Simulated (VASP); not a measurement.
Output of a VASP run:

OSZICAR:
```
...
DAV:   2    -0.220774658899E+02    0.36766E-04   -0.51985E-05  4874   0.544E-02    0.399E-02
DAV:   3    -0.220774478883E+02    0.18002E-04   -0.29415E-05  4838   0.328E-02    0.692E-03
DAV:   4    -0.220774478422E+02    0.46107E-07   -0.36659E-07  2632   0.483E-03
   4 F= -.94924071E+01 E0= -.94924420E+01  d E =-.134702E+00
       N       E                     dE             d eps       ncg     rms          rms(c)
DAV:   1    -0.220127510452E+02    0.64697E-01   -0.10057E+00  4502   0.633E+00    0.585E-01
DAV:   2    -0.220146433500E+02   -0.18923E-02   -0.42696E-02  5360   0.171E+00    0.136E-01
DAV:   3    -0.220141432374E+02    0.50011E-03   -0.15151E-03  5324   0.275E-01    0.864E-02
DAV:   4    -0.220140679362E+02    0.75301E-04   -0.20655E-04  5318   0.103E-01    0.688E-02
DAV:   5    -0.220140521708E+02    0.15765E-04   -0.28607E-05  5156   0.331E-02    0.316E-02
DAV:   6    -0.220140516275E+02    0.54339E-06   -0.20796E-06  3644   0.105E-02
   5 F= -.95071191E+01 E0= -.95073072E+01  d E =-.147120E-01
       N       E                     dE             d eps       ncg     rms          rms(c)
DAV:   1    -0.220107584555E+02    0.32937E-02   -0.17971E-03  4568   0.270E-01    0.240E-02
DAV:   2    -0.220107631341E+02   -0.46786E-05   -0.79738E-05  5438   0.733E-02    0.551E-03
DAV:   3    -0.220107622154E+02    0.91866E-06   -0.19724E-06  3554   0.106E-02
   6 F= -.95071471E+01 E0= -.95073320E+01  d E =-.147400E-01
       N       E                     dE             d eps       ncg     rms          rms(c)
DAV:   1    -0.220167471963E+02   -0.59841E-02   -0.61074E-02  5300   0.168E+00    0.212E-01
DAV:   2    -0.220160158767E+02    0.73132E-03   -0.29059E-03  5318   0.426E-01    0.988E-02
DAV:   3    -0.220156187683E+02    0.39711E-03   -0.65235E-04  5498   0.181E-01    0.206E-02
DAV:   4    -0.220156225027E+02   -0.37344E-05   -0.77217E-05  5078   0.621E-02    0.871E-03
DAV:   5    -0.220156225075E+02   -0.48158E-08   -0.63209E-07  3214   0.699E-03
   7 F= -.95077491E+01 E0= -.95078107E+01  d E =-.602083E-03
       N       E                     dE             d eps       ncg     rms          rms(c)
DAV:   1    -0.220148457219E+02    0.77678E-03   -0.26274E-03  5294   0.349E-01    0.444E-02
DAV:   2    -0.220148138931E+02    0.31829E-04   -0.12648E-04  5282   0.889E-02    0.204E-02
DAV:   3    -0.220147964672E+02    0.17426E-04   -0.28859E-05  5492   0.381E-02    0.410E-03
DAV:   4    -0.220147966379E+02   -0.17070E-06   -0.33713E-06  4002   0.130E-02
   8 F= -.95077945E+01 E0= -.95078664E+01  d E =-.647484E-03
       N       E                     dE             d eps       ncg     rms          rms(c)
DAV:   1    -0.220148632891E+02   -0.66822E-04   -0.15155E-05  5306   0.263E-02    0.325E-03
DAV:   2    -0.220148630790E+02    0.21007E-06   -0.70879E-07  2494   0.684E-03
   9 F= -.95077947E+01 E0= -.95078655E+01  d E =-.647587E-03
       N       E                     dE             d eps       ncg     rms          rms(c)
DAV:   1    -0.220069240724E+02    0.79392E-02   -0.14375E-03  5312   0.237E-01    0.314E-02
DAV:   2    -0.220069214401E+02    0.26323E-05   -0.38631E-05  5060   0.457E-02    0.174E-02
DAV:   3    -0.220069184139E+02    0.30262E-05   -0.46285E-06  5278   0.134E-02    0.277E-03
DAV:   4    -0.220069183558E+02    0.58114E-07   -0.14899E-07  2464   0.292E-03
  10 F= -.95078557E+01 E0= -.95078927E+01  d E =-.610093E-04
```

OUTCAR:
```
------------------------ aborting loop because EDIFF is reached ----------------------------------------
  FORCE on cell =-STRESS in cart. coord.  units (eV):
  Direction    XX          YY          ZZ          XY          YZ          ZX
  --------------------------------------------------------------------------------------
  Total       12.4809645     12.5389163     12.5632096      0.0000000      0.0000000      0.0000000
  in kB      449.3484150    451.4348370    452.3094611      0.0000000      0.0000000      0.0000000
  external PRESSURE =       1.0309043 kB  Pullay stress =     450.0000000 kB
  volume of cell :       44.50
      direct lattice vectors                 reciprocal lattice vectors
     1.580215215 -4.423923057 -0.000000000     0.316412597 -0.113021857 -0.000000000
     1.580215215  4.423923057  0.000000000     0.316412597  0.113021857  0.000000000
     0.000000000 -0.000000000  3.182890629     0.000000000 -0.000000000  0.314179818
 POSITION                                       TOTAL-FORCE (eV/Angst)
 -----------------------------------------------------------------------------------
      1.58022      3.33470      0.00023         0.000000     -0.006482     -0.001534
      1.58022      1.08922      1.59168         0.000000      0.006482     -0.001534
      1.58022     -1.08922      1.59121         0.000000     -0.006482      0.001534
      1.58022     -3.33470      3.18266         0.000000      0.006482      0.001534
 -----------------------------------------------------------------------------------
    total drift:                                0.000000      0.000000      0.000000
  FREE ENERGIE OF THE ION-ELECTRON SYSTEM (eV)
  ---------------------------------------------------
  free  energy   TOTEN  =       -22.0069183558 eV

  energy  without entropy=      -22.0070295130  energy(sigma->0) =      -22.00695541
  enthalpy is  TOTEN    =        -9.5078556603 eV   P V=       12.4990626954

 reached required accuracy - stopping structural energy minimisation
```
(Selected blocks of OUTCAR.)

**POSCAR**
```
P
1
    1.6154563872    -4.5448051314     0.0000000000
    1.6154563872     4.5448051314     0.0000000000
    0.0000000000     0.0000000000     3.2382862432
P
4
Direct
  0.1211247458   0.8788752542   0.0002236437
  0.3788752542   0.6211247458   0.5002236437
  0.6211247458   0.3788752542   0.4997763563
  0.8788752542   0.1211247458   0.9997763563
```

**Question.** Reconstruct the remaining input files.

**Answer.** Several could match; the one computed here: the input of the run itself, LDA (Ceperley-Alder, Perdew-Zunger), plane waves, VASP's LDA PAW potentials (set 64).

KPOINTS:
```
Automatic mesh
0
Gamma
10 10 9
0 0 0
```

INCAR:
```
ALGO  =  Normal
EDIFF  =  1E-6   # SCF stop (eV)
SIGMA  =  0.1
EDIFFG  =  -0.02
LWAVE  =  .False.
LREAL  =  .False.   # projection in real space or not
PREC  =  Accurate
PSTRESS  =  450   # kbar
ENCUT  =  500   # plane-wave cut-off (eV)
IBRION  =  2
ISIF  =  3   # ions, shape and volume
LASPH  =  .True.   # aspherical one-centre terms
NELM  =  100   # most electronic steps
SYSTEM  =  P
LCHARG  =  .False.
NSW  =  40   # most ionic steps
ISMEAR  =  1
```

POTCAR, in this order: P (LDA.64 set). Program: vasp_std.

Energy and stress use the plane-wave basis of the starting cell.

The compound is P in the black structure. This run relaxes it under an external pressure of 45 GPa. Symmetry was kept, so distortions that lower it aren't found.
